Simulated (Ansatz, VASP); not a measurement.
# Cross-check of Sc6SiO11 between VASP and Ansatz, part 2 of 2

Aim: how closely do two programs agree when they are given the same cell, functional and k mesh? The structure shown is frame 67 of Ansatz's trajectory.

VASP 6.6.1 and Ansatz 0.2.0.

So far: Set-up; Ansatz: dynamics, PBE.

## 3. VASP: single point, PBE

Level of this step: PBE; plane waves and PAW (Sc_sv, Si, O) (VASP).

The same cell, functional, mesh and smearing now go to VASP, with its own data sets.

Lines of VASP's logs that name or quote its potential files are left out, and so is its time.

Contents of INCAR:

```
SYSTEM = Sc6SiO11
PREC = Accurate
ENCUT = 520
EDIFF = 1E-06
NELM = 120
ISMEAR = -1
SIGMA = 0.078
LREAL = Auto
ALGO = Normal
GGA = PE
NBANDS = 328
LASPH = .TRUE.
LORBIT = 11
LWAVE = .FALSE.
LCHARG = .FALSE.
ISIF = 2
GGA_COMPAT = .FALSE.
EFERMI = MIDGAP
NCORE = 2
```

Contents of POSCAR:

```
Sc6SiO11
1.0
    9.7357900000      0.0000000000      0.0000000000
    0.0000000000      9.7357900000      0.0000000000
    0.0000000000      0.0000000000      9.7357900000
Sc Si O
24 4 44
Direct
    0.2571029161      0.6067920528      0.1796053530
    0.8242679844      0.9469288060      0.9816357995
    0.8637819838      0.6863336206      0.4266217739
    0.0406746653      0.1838885185      0.0354362615
    0.6706081376      0.3713720201      0.3770110078
    0.3180224717      0.9790679544      0.1441485488
    0.9957281330      0.6433273520      0.9883840962
    0.6352951327      0.1092566705      0.1438609502
    0.1847821286      0.5304448843      0.5262438898
    0.6327375590      0.7007135528      0.1339901539
    0.3542290867      0.1294810180      0.8635251993
    0.4790982550      0.4246393975      0.0001242837
    0.4779375890      0.4173056321      0.6499421208
    0.8531511054      0.0514082576      0.4660227881
    0.8149723854      0.4349107777      0.7037436099
    0.3291052909      0.2756530287      0.2754065155
    0.1883873830      0.4514990566      0.8276678112
    0.2234641462      0.9262833319      0.5212828132
    0.8156811106      0.3899632182      0.0414758330
    0.0758027854      0.1953102933      0.6506508460
    0.6734327671      0.1765033962      0.8160611517
    0.3579267835      0.7534879039      0.8317763633
    0.0154378843      0.7791971684      0.7050686180
    0.4891436648      0.1001973132      0.4947723811
    0.9904794578      0.3360590152      0.3465563657
    0.6722002015      0.8707048940      0.6743469200
    0.4489312115      0.7383376182      0.3648291510
    0.0371721247      0.8712492772      0.2439966351
    0.8684349190      0.4530603064      0.3886073960
    0.3670477691      0.3427662265      0.8528635067
    0.4549194262      0.3197686063      0.4443604474
    0.9502875473      0.2915325824      0.1916228678
    0.6401843096      0.3553897527      0.1700426981
    0.7979218944      0.5796858807      0.0753303019
    0.1761438979      0.9204800021      0.3102470370
    0.1391772008      0.3839133753      0.6312276662
    0.2578732697      0.1056719588      0.5948567091
    0.9551459101      0.8155167685      0.8946474811
    0.3397156266      0.9314190220      0.9460660101
    0.6748913031      0.3882478977      0.8493609661
    0.7915433673      0.1472196915      0.0139598327
    0.4307200546      0.8661752154      0.4611233398
    0.6918904372      0.1751270313      0.3763022826
    0.6245615405      0.6740901355      0.3530786921
    0.0372748385      0.6757643704      0.5248572535
    0.8013628067      0.7821861400      0.5990885177
    0.9954395072      0.3881554553      0.9558340926
    0.0138057620      0.9585354655      0.0975575685
    0.2247069832      0.8118396145      0.6989057899
    0.6655135331      0.8943701538      0.1121326569
    0.2160687525      0.5952264788      0.9757913842
    0.7506735458      0.9725353567      0.7888933512
    0.5079916473      0.1892399076      0.6979094660
    0.5496523651      0.7985073630      0.7430624531
    0.5231522044      0.1705768099      0.9784722144
    0.8394285415      0.2441198917      0.6785581858
    0.3302043286      0.6115168877      0.3916169104
    0.3484462997      0.4320758767      0.1600383739
    0.9889490221      0.5827981088      0.7800805071
    0.8915249815      0.8731186683      0.3301837858
    0.3353605614      0.5631695014      0.6876689000
    0.6546464129      0.9935300577      0.5525180802
    0.2365909700      0.1562995915      0.1145464313
    0.6592582626      0.4683954769      0.5635906280
    0.1478770598      0.1695291291      0.8606800270
    0.1530641068      0.4134333218      0.3354324611
    0.9869050175      0.2050167475      0.4478732594
    0.0175537886      0.9702037534      0.5861568501
    0.4094788404      0.7860276362      0.1989669046
    0.0586701233      0.6990906747      0.1927013627
    0.4976483675      0.6249107674      0.0086289865
    0.4567169177      0.0927300199      0.2696339999
```

Contents of KPOINTS:

```
Automatic mesh
0
Gamma
1 1 1
0 0 0
```

PAW data sets: Sc_sv, Si and O (PBE family, release 64).

Started as:

```console
$ mpirun -np 8 vasp_gam
```

Numbers of over 12 decimals in the logs are rounded to 6 here.

The log of the run:

```text
[banner, memory and clock lines left out]
running    8 mpi-ranks, on    1 nodes
[...]
LDA part: xc-table for (Slater+PW92), standard interpolation
 POSCAR, INCAR and KPOINTS ok, starting setup
[...]
entering main loop
       N       E                     dE             d eps       ncg     rms          rms(c)
DAV:   1     0.139112895766E+05    0.13911E+05   -0.26543E+05   656   0.199E+03
DAV:   2     0.285341402248E+04   -0.11058E+05   -0.10792E+05   696   0.718E+02
DAV:   3    -0.192653701663E+03   -0.30461E+04   -0.28932E+04  1016   0.376E+02
DAV:   4    -0.738489567305E+03   -0.54584E+03   -0.54007E+03  1048   0.168E+02
[...]
DAV:  18    -0.619733792922E+03   -0.36780E-05   -0.96984E-05   864   0.227E-02    0.135E-02
DAV:  19    -0.619733794169E+03   -0.12476E-05   -0.24642E-05   840   0.118E-02    0.951E-03
DAV:  20    -0.619733794784E+03   -0.61465E-06   -0.48878E-06   752   0.735E-03
   1 F= -.61973379E+03 E0= -.61973379E+03  d E =-.193646E-08
```

Parts of OUTCAR (step 3):

```text
  Total       -9.9097544     12.5550987     11.5085429      8.1788623     -4.0319649      5.6348681
  in kB      -17.2052061     21.7980237     19.9810051     14.2000504     -7.0002529      9.7831957
  external PRESSURE =       8.1912742 kB  Pullay stress =       0.0000000 kB

 POSITION                                       TOTAL-FORCE (eV/Angst)
 -----------------------------------------------------------------------------------
      2.50310      5.90760      1.74860         0.559826      0.419670      0.501279
      8.02490      9.21910      9.55700         0.564245     -1.624514     -0.275685
      8.40960      6.68200      4.15350        -1.343830     -0.742420      0.301167
      0.39600      1.79030      0.34500         1.211765     -0.314564     -0.106922
      6.52890      3.61560      3.67050        -1.368987      0.355834     -0.529394
      3.09620      9.53200      1.40340         0.848288     -1.017964      0.551836
      9.69420      6.26330      9.62270        -0.678605     -1.042376     -0.442146
      6.18510      1.06370      1.40060        -1.715472      1.648492      2.039376
      1.79900      5.16430      5.12340         1.309442      3.253213     -2.211400
      6.16020      6.82200      1.30450        -0.478067     -0.796678      0.288303
      3.44870      1.26060      8.40710        -0.310049      0.139958     -1.063502
      4.66440      4.13420      0.00121         1.919674     -0.755079      0.902525
      4.65310      4.06280      6.32770         0.486787     -1.590618     -0.277644
      8.30610      0.50050      4.53710        -1.561053     -1.096393      1.036660
[...]
-----------------------------------------------------------------------------------
    total drift:                               -0.011395     -0.037690      0.008966

  FREE ENERGIE OF THE ION-ELECTRON SYSTEM (eV)
  ---------------------------------------------------
  free  energy   TOTEN  =      -619.7337947841 eV

  energy  without entropy=     -619.7337947822  energy(sigma->0) =     -619.73379478

[... 3 further parts left out ...]
[key lines of the parts left out:]
E-fermi :   4.0730
```

The run ends at a pressure of 0.82 GPa, with forces up to 4.1 eV/Å.

## 4. Differences

Known differences besides the potentials themselves: the cutoff is 420 eV in Ansatz and 520 eV in VASP (PREC = Accurate, projectors in real space). Total energies have different zeros and are not compared.

Forces on 9 of the 72 atoms, those with the largest forces and the largest differences (eV/Å; atoms numbered as in POSCAR):

```csv
atom,"Ansatz x, y, z","VASP x, y, z"
Sc3,"-1.261, -0.673, 0.381","-1.344, -0.742, 0.301"
Sc8,"-1.717, 1.651, 1.954","-1.715, 1.648, 2.039"
Sc9,"1.264, 3.153, -2.129","1.309, 3.253, -2.211"
Sc15,"0.052, 1.171, -0.008","0.120, 1.322, -0.013"
Si25,"0.544, 2.499, -1.157","0.562, 2.523, -1.144"
Si26,"2.659, 1.677, -1.582","2.697, 1.680, -1.613"
Si28,"-1.636, -1.614, -3.234","-1.653, -1.647, -3.262"
O36,"-1.023, -2.165, 1.625","-1.050, -2.242, 1.658"
O54,"-2.234, -1.215, 0.811","-2.276, -1.244, 0.834"
```

The forces differ by 41 meV/Å r.m.s., which is 3.9 % of the r.m.s. force of 1.060 eV/Å (both taken over all components).

## 5. What came out

```yaml
r_m_s_force_difference_single_point_pbe: 3.9 % of the r.m.s. force
```

The r.m.s. force difference is 3.9 % of the r.m.s. force (single point, PBE), beyond the 3 % picked in this series as the mark of a large difference. What causes the difference of the single point, PBE pair stays open here. 2 further runs of this series are not shown here. Such differences can come from data sets, numerical settings and the points named under the comparisons, not from the functional's error against experiment.

[Lines on the potential files, build, host, timing and source positions are cut from VASP's logs without a mark.]

[Logs are printed without paths, hosts, clocks, repeated set-up lines and the standing remarks that a program may print on its own settings, such as how far it seeks lower states.]

[Hosts, paths, dates, database ids (printed as entryN), source tags and the programs' standing remarks are cut or masked in the printed files.]
